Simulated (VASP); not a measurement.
These are PBE GGA, VASP's PBE PAW potentials (set 64) (plane waves; VASP) values and carry that method's errors.

VASP input:

INCAR:
```
ALGO = Normal
EDIFF = 1E-6
ENCUT = 400
GGA = PE
ISIF = 2
ISMEAR = 1
LASPH = .True.
LCHARG = .False.
LMAXMIX = 6
LREAL = .False.
LWAVE = .False.
NELM = 100
PREC = Accurate
SIGMA = 0.1
SYSTEM = Er
```

### POSCAR
```
Er
1
    1.7800000000    -3.0830500000     0.0000000000
    1.7800000000     3.0830500000     0.0000000000
    0.0000000000     0.0000000000     5.5900000000
Er
2
Direct
  0.3333330000   0.6666670000   0.2500000000
  0.6666670000   0.3333330000   0.7500000000
```

### KPOINTS
```
Automatic mesh
0
Gamma
9 9 5
0 0 0
```

POTCAR, in this order: Er_3 (PBE.64 set). Program: vasp_std.

Output

**OUTCAR**
```
 ion  position               nearest neighbor table
   1  0.333  0.667  0.250-   2 3.47   2 3.47   2 3.47   2 3.47   2 3.47   2 3.47
   2  0.667  0.333  0.750-   1 3.47   1 3.47   1 3.47   1 3.47   1 3.47   1 3.47
  LATTYP: Found a hexagonal cell.
 ALAT       =     3.5599996211
 C/A-ratio  =     1.5702248862
 Subroutine PRICEL returns:
 Original cell was already a primitive cell.
 Subroutine GETGRP returns: Found 24 space group operations
The static configuration has the point symmetry D_3d.
 The point group associated with its full space group is D_6h.
The dynamic configuration has the point symmetry D_3d.
 Subroutine INISYM returns: Found 24 space group operations
 Subroutine IBZKPT returns following result:
 Found     36 irreducible k-points:

 Following reciprocal coordinates:
            Coordinates               Weight
  0.000000  0.000000  0.000000      1.000000
  0.111111 -0.000000  0.000000      6.000000
  0.222222 -0.000000  0.000000      6.000000
  0.333333 -0.000000  0.000000      6.000000
  0.444444 -0.000000  0.000000      6.000000
  0.111111  0.111111  0.000000      6.000000
  0.222222  0.111111  0.000000     12.000000
  0.333333  0.111111  0.000000     12.000000
  0.444444  0.111111  0.000000      6.000000
  0.222222  0.222222  0.000000      6.000000
  0.333333  0.222222  0.000000     12.000000
  0.333333  0.333333  0.000000      2.000000
  0.000000  0.000000  0.200000      2.000000
  0.111111 -0.000000  0.200000     12.000000
  0.222222 -0.000000  0.200000     12.000000
  0.333333 -0.000000  0.200000     12.000000
  0.444444 -0.000000  0.200000     12.000000
  0.111111  0.111111  0.200000     12.000000
  0.222222  0.111111  0.200000     24.000000
  0.333333  0.111111  0.200000     24.000000
  0.444444  0.111111  0.200000     12.000000
  0.222222  0.222222  0.200000     12.000000
  0.333333  0.222222  0.200000     24.000000
  0.333333  0.333333  0.200000      4.000000
  0.000000  0.000000  0.400000      2.000000
  0.111111 -0.000000  0.400000     12.000000
  0.222222 -0.000000  0.400000     12.000000
  0.333333 -0.000000  0.400000     12.000000
  0.444444 -0.000000  0.400000     12.000000
  0.111111  0.111111  0.400000     12.000000
  0.222222  0.111111  0.400000     24.000000
  0.333333  0.111111  0.400000     24.000000
  0.444444  0.111111  0.400000     12.000000
  0.222222  0.222222  0.400000     12.000000
  0.333333  0.222222  0.400000     24.000000
  0.333333  0.333333  0.400000      4.000000
   k-points           NKPTS =     36   k-points in BZ     NKDIM =     36   number of bands    NBANDS=     13
   number of dos      NEDOS =    301   number of ions     NIONS =      2
   total plane-waves  NPLWV =  20736
   dimension x,y,z NGX =    24 NGY =   24 NGZ =   36
   dimension x,y,z NGXF=    48 NGYF=   48 NGZF=   72
   ions per type =               2
   PREC   = accura    normal or accurate (medium, high low for compatibility)
   ISTART =      0    job   : 0-new  1-cont  2-samecut
   ICHARG =      2    charge: 1-file 2-atom 10-const
   ISPIN  =      1    spin polarized calculation?
   LNONCOLLINEAR =      F non collinear calculations
   LSORBIT =      F    spin-orbit coupling
   INIWAV =      1    electr: 0-lowe 1-rand  2-diag
   ENCUT  =  400.0 eV  29.40 Ry    5.42 a.u.   5.81  5.81  9.12*2*pi/ulx,y,z
   NELM   =    100;   NELMIN=  2; NELMDL= -5     # of ELM steps
   EDIFF  = 0.1E-05   stopping-criterion for ELM
   LREAL  =      F    real-space projection
   NLSPLINE    = F    spline interpolate recip. space projectors
   LMAXMIX     =    6 max onsite mixed and CHGCAR
   VOSKOWN=      0    Vosko Wilk Nusair interpolation
   EDIFFG = 0.1E-04   stopping-criterion for IOM
...
```

OSZICAR:
```
       N       E                     dE             d eps       ncg     rms          rms(c)
DAV:   1     0.379349980187E+02    0.37935E+02   -0.77442E+03  1620   0.118E+03
DAV:   2    -0.677606978785E+01   -0.44711E+02   -0.43347E+02  1569   0.466E+02
DAV:   3    -0.889473206722E+01   -0.21187E+01   -0.20208E+01  1670   0.579E+01
DAV:   4    -0.898084198180E+01   -0.86110E-01   -0.82675E-01  1646   0.101E+01
DAV:   5    -0.898623413816E+01   -0.53922E-02   -0.53067E-02  1620   0.253E+00    0.246E+01
DAV:   6    -0.898136975743E+01    0.48644E-02   -0.31721E-02  1584   0.341E+00    0.146E+01
DAV:   7    -0.899076559797E+01   -0.93958E-02   -0.53744E-02  1539   0.439E+00    0.361E-01
DAV:   8    -0.899055299095E+01    0.21261E-03   -0.34912E-03  1495   0.867E-01    0.854E-02
DAV:   9    -0.899056170653E+01   -0.87156E-05   -0.21000E-04  1608   0.200E-01    0.321E-02
DAV:  10    -0.899055548054E+01    0.62260E-05   -0.28398E-05  1592   0.651E-02    0.444E-02
DAV:  11    -0.899055631487E+01   -0.83433E-06   -0.18954E-06  1087   0.198E-02
   1 F= -.89905563E+01 E0= -.89908789E+01  d E =0.967783E-03
```

**OUTCAR**
```
------------------------ aborting loop because EDIFF is reached ----------------------------------------
  FORCE on cell =-STRESS in cart. coord.  units (eV):
  Direction    XX          YY          ZZ          XY          YZ          ZX
  --------------------------------------------------------------------------------------
  Total        0.1870749      0.1870748     -0.0699056      0.0000000     -0.0000000      0.0000000
  in kB        4.8852147      4.8852133     -1.8254927      0.0000000     -0.0000000      0.0000000
  external PRESSURE =       2.6483118 kB  Pullay stress =       0.0000000 kB
  volume of cell :       61.35
      direct lattice vectors                 reciprocal lattice vectors
     1.780000000 -3.083050000  0.000000000     0.280898876 -0.162177065  0.000000000
     1.780000000  3.083050000  0.000000000     0.280898876  0.162177065  0.000000000
     0.000000000  0.000000000  5.590000000     0.000000000  0.000000000  0.178890877
 POSITION                                       TOTAL-FORCE (eV/Angst)
 -----------------------------------------------------------------------------------
      1.78000      1.02769      1.39750         0.000000     -0.000000      0.000000
      1.78000     -1.02769      4.19250        -0.000000      0.000000      0.000000
 -----------------------------------------------------------------------------------
    total drift:                               -0.000002      0.000087     -0.000012
  FREE ENERGIE OF THE ION-ELECTRON SYSTEM (eV)
  ---------------------------------------------------
  free  energy   TOTEN  =        -8.9905563149 eV

  energy  without entropy=       -8.9915240977  energy(sigma->0) =       -8.99087891
```
(Selected blocks of OUTCAR.)

The 4f electrons are frozen in the core of the lanthanide potential, so 4f levels, which can set the real gap, and their magnetism are missing.

The compound is Er in the hcp structure. The cell was not relaxed at this level.
